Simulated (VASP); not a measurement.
Consider the following.

```
Si
1.0
    0.00000     2.70014     2.70014
    2.70014     0.00000     2.70014
    2.70014     2.70014     0.00000
Si
2
Direct
  0.00000   0.00000   0.00000
  0.25000   0.25000   0.25000
```

These are optB86b-vdW, VASP's PBE PAW potentials (set 64) (plane waves; VASP 6.6.1) values and carry that method's errors. Run with 520 eV cut-off, 8×8×8 Γ-centred mesh, Gaussian smearing of 0.050 eV, potentials Si.

Problem. Give the stress tensor in GPa (positive for a compressed cell).

Solution. 
```
2.97  0.00  0.00
0.00  2.97  0.00
0.00  0.00  2.97
```
The pressure is its mean diagonal, 2.97 GPa.

The compound is Si in the diamond structure. This cell is one point of a volume scan, at 0.97 of the reference volume.
